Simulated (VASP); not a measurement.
Method: r2SCAN+rVV10, VASP's PBE PAW potentials (set 64) (plane waves; VASP).

VASP input:

### INCAR
```
SYSTEM = GaAs
PREC = Accurate
ENCUT = 520
EDIFF = 1E-7
NELM = 100
ALGO = Normal
LREAL = .FALSE.
LASPH = .TRUE.
ISMEAR = 0
SIGMA = 0.05
METAGGA = R2SCAN
LUSE_VDW = .TRUE.
BPARAM = 11.95
CPARAM = 0.0093
LMIXTAU = .TRUE.
LMAXMIX = 4
LWAVE = .FALSE.
LCHARG = .FALSE.
ISIF = 2
```

File KPOINTS:
```
Automatic mesh
0
Gamma
8 8 8
0 0 0
```

POSCAR:
```
GaAs
1
    0.0000000000     2.8250000000     2.8250000000
    2.8250000000     0.0000000000     2.8250000000
    2.8250000000     2.8250000000     0.0000000000
Ga As
1 1
Direct
  0.0000000000   0.0000000000   0.0000000000
  0.2500000000   0.2500000000   0.2500000000
```

POTCAR, in this order: Ga_d As (PBE.64 set). Program: vasp_std.

The run wrote:

**OUTCAR**
```
 ion  position               nearest neighbor table
   1  0.000  0.000  0.000-   2 2.45   2 2.45   2 2.45   2 2.45
   2  0.250  0.250  0.250-   1 2.45   1 2.45   1 2.45   1 2.45
  LATTYP: Found a face centered cubic cell.
 ALAT       =     5.6500000000
 Subroutine PRICEL returns:
 Original cell was already a primitive cell.
 Subroutine GETGRP returns: Found 24 space group operations
The static configuration has the point symmetry T_d .
The dynamic configuration has the point symmetry T_d .
 Subroutine INISYM returns: Found 24 space group operations
 Subroutine IBZKPT returns following result:
 Found     29 irreducible k-points:

 Following reciprocal coordinates:
            Coordinates               Weight
  0.000000  0.000000  0.000000      1.000000
  0.125000  0.000000  0.000000      8.000000
  0.250000  0.000000  0.000000      8.000000
  0.375000  0.000000  0.000000      8.000000
  0.500000  0.000000  0.000000      4.000000
  0.125000  0.125000  0.000000      6.000000
  0.250000  0.125000  0.000000     24.000000
  0.375000  0.125000  0.000000     24.000000
  0.500000  0.125000  0.000000     24.000000
 -0.375000  0.125000  0.000000     24.000000
 -0.250000  0.125000  0.000000     24.000000
 -0.125000  0.125000  0.000000     12.000000
  0.250000  0.250000  0.000000      6.000000
  0.375000  0.250000  0.000000     24.000000
  0.500000  0.250000  0.000000     24.000000
 -0.375000  0.250000  0.000000     24.000000
 -0.250000  0.250000  0.000000     12.000000
  0.375000  0.375000  0.000000      6.000000
  0.500000  0.375000  0.000000     24.000000
 -0.375000  0.375000  0.000000     12.000000
  0.500000  0.500000  0.000000      3.000000
  0.375000  0.250000  0.125000     24.000000
  0.500000  0.250000  0.125000     48.000000
 -0.375000  0.250000  0.125000     24.000000
  0.500000  0.375000  0.125000     24.000000
 -0.375000  0.375000  0.125000     48.000000
 -0.250000  0.375000  0.125000     24.000000
 -0.375000  0.500000  0.125000     12.000000
 -0.250000  0.500000  0.250000      6.000000
   k-points           NKPTS =     29   k-points in BZ     NKDIM =     29   number of bands    NBANDS=     13
   number of dos      NEDOS =    301   number of ions     NIONS =      2
   total plane-waves  NPLWV =  27000
   dimension x,y,z NGX =    30 NGY =   30 NGZ =   30
   dimension x,y,z NGXF=    60 NGYF=   60 NGZF=   60
   ions per type =               1   1
   PREC   = accura    normal or accurate (medium, high low for compatibility)
   ISTART =      0    job   : 0-new  1-cont  2-samecut
   ICHARG =      2    charge: 1-file 2-atom 10-const
   ISPIN  =      1    spin polarized calculation?
   LNONCOLLINEAR =      F non collinear calculations
   LSORBIT =      F    spin-orbit coupling
   INIWAV =      1    electr: 0-lowe 1-rand  2-diag
   ENCUT  =  520.0 eV  38.22 Ry    6.18 a.u.   7.43  7.43  7.43*2*pi/ulx,y,z
   NELM   =    100;   NELMIN=  2; NELMDL= -5     # of ELM steps
   EDIFF  = 0.1E-06   stopping-criterion for ELM
   LREAL  =      F    real-space projection
   NLSPLINE    = F    spline interpolate recip. space projectors
   LMAXMIX     =    4 max onsite mixed and CHGCAR
   VOSKOWN=      0    Vosko Wilk Nusair interpolation
   EDIFFG = 0.1E-05   stopping-criterion for IOM
   NSW    =      0    number of steps for IOM
   NBLOCK =      1;   KBLOCK =      1    inner block; outer block
   IBRION =     -1    ionic relax: 0-MD 1-quasi-New 2-CG
   NFREE  =      0    steps in history (QN), initial steepest desc. (CG)
   ISIF   =      2    stress and relaxation
   ISYM   =      2    0-nonsym 1-usesym 2-fastsym
   TEIN   =    0.0    initial temperature
   TEBEG  =    0.0;   TEEND  =   0.0 temperature during run
   SMASS  =  -3.00    Nose mass-parameter (am)
...
```

File OSZICAR:
```
       N       E                     dE             d eps       ncg     rms          rms(c)
DAV:   1     0.617541402747E+02    0.61754E+02   -0.95226E+03   754   0.192E+03
DAV:   2    -0.224664525351E+02   -0.84221E+02   -0.81470E+02   829   0.329E+02
DAV:   3    -0.284881777602E+02   -0.60217E+01   -0.59960E+01   954   0.761E+01
DAV:   4    -0.285827426662E+02   -0.94565E-01   -0.94536E-01   856   0.107E+01
DAV:   5    -0.285842870102E+02   -0.15443E-02   -0.15443E-02   924   0.113E+00    0.319E+00
DAV:   6    -0.264581165234E+02    0.21262E+01   -0.61516E-01   915   0.177E+01    0.194E+00
DAV:   7    -0.265639345788E+02   -0.10582E+00   -0.34581E-01   839   0.772E+00    0.898E-01
DAV:   8    -0.264734205109E+02    0.90514E-01   -0.13434E-01   779   0.518E+00    0.358E-01
DAV:   9    -0.264136456934E+02    0.59775E-01   -0.23731E-01   774   0.475E+00    0.211E-01
DAV:  10    -0.264099326356E+02    0.37131E-02   -0.77789E-02   764   0.278E+00    0.739E-02
DAV:  11    -0.264989090798E+02   -0.88976E-01   -0.49052E-02   769   0.203E+00    0.596E-02
DAV:  12    -0.264977289299E+02    0.11801E-02   -0.10602E-03   974   0.330E-01    0.295E-02
DAV:  13    -0.265008386055E+02   -0.31097E-02   -0.87308E-04   759   0.340E-01    0.150E-02
DAV:  14    -0.265012788975E+02   -0.44029E-03   -0.32298E-04   819   0.243E-01    0.635E-03
DAV:  15    -0.265014271608E+02   -0.14826E-03   -0.11025E-04   759   0.133E-01    0.702E-03
DAV:  16    -0.265014440100E+02   -0.16849E-04   -0.33387E-06   984   0.211E-02    0.442E-03
DAV:  17    -0.265014487828E+02   -0.47727E-05   -0.57853E-07   784   0.105E-02    0.128E-03
DAV:  18    -0.265014529394E+02   -0.41566E-05   -0.15577E-06   774   0.156E-02    0.733E-04
DAV:  19    -0.265014529482E+02   -0.88476E-08   -0.38803E-08   562   0.338E-03
   1 F= -.26501453E+02 E0= -.26501453E+02  d E =-.110001E-15
```

OUTCAR:
```
------------------------ aborting loop because EDIFF is reached ----------------------------------------
  FORCE on cell =-STRESS in cart. coord.  units (eV):
  Direction    XX          YY          ZZ          XY          YZ          ZX
  --------------------------------------------------------------------------------------
  Total        0.0127886      0.0127886      0.0127886     -0.0000000      0.0000000     -0.0000000
  in kB        0.4544086      0.4544086      0.4544086     -0.0000000      0.0000000     -0.0000000
  external PRESSURE =       0.4544086 kB  Pullay stress =       0.0000000 kB
  volume of cell :       45.09
      direct lattice vectors                 reciprocal lattice vectors
     0.000000000  2.825000000  2.825000000    -0.176991150  0.176991150  0.176991150
     2.825000000  0.000000000  2.825000000     0.176991150 -0.176991150  0.176991150
     2.825000000  2.825000000  0.000000000     0.176991150  0.176991150 -0.176991150
  FREE ENERGIE OF THE ION-ELECTRON SYSTEM (eV)
  ---------------------------------------------------
  free  energy   TOTEN  =       -26.5014529482 eV

  energy  without entropy=      -26.5014529482  energy(sigma->0) =      -26.50145295
```
(Selected blocks of OUTCAR.)

**OUTCAR**
```
 val. band max:        3.6898391668   @ k =   0.0000   0.0000   0.0000

 cond. band min:       4.6881332389   @ k =   0.0000   0.0000   0.0000


 Fermi energy:         3.9545864360

 k-point     1 :       0.0000    0.0000    0.0000
  band No.  band energies     occupation
      1     -11.5357      2.00000
      2     -11.5357      2.00000
      3     -11.5356      2.00000
      4     -11.4454      2.00000
      5     -11.4454      2.00000
      6      -9.5438      2.00000
      7       3.6898      2.00000
      8       3.6898      2.00000
      9       3.6898      2.00000
     10       4.6881      0.00000
     11       7.7155      0.00000
     12       7.7157      0.00000
     13       7.7157      0.00000

 k-point     2 :       0.1250    0.0000    0.0000
  band No.  band energies     occupation
      1     -11.5514      2.00000
      2     -11.5318      2.00000
      3     -11.5318      2.00000
      4     -11.4456      2.00000
      5     -11.4456      2.00000
      6      -9.3501      2.00000
      7       1.7717      2.00000
      8       3.4456      2.00000
      9       3.4456      2.00000
     10       5.6638      0.00000
     11       8.0782      0.00000
     12       8.0783      0.00000
     13       8.2354      0.00000

 k-point     3 :       0.2500    0.0000    0.0000
  band No.  band energies     occupation
      1     -11.5850      2.00000
      2     -11.5234      2.00000
      3     -11.5234      2.00000
      4     -11.4451      2.00000
      5     -11.4451      2.00000
      6      -8.8109      2.00000
      7      -0.5180      2.00000
      8       2.9852      2.00000
      9       2.9852      2.00000
     10       5.4984      0.00000
     11       8.6185      0.00000
     12       8.6186      0.00000
     13      10.1185      0.00000

 k-point     4 :       0.3750    0.0000    0.0000
  band No.  band energies     occupation
      1     -11.6142      2.00000
      2     -11.5165      2.00000
      3     -11.5165      2.00000
...
```

The compound is GaAs in the zinc blende structure. The cell was not relaxed at this level.
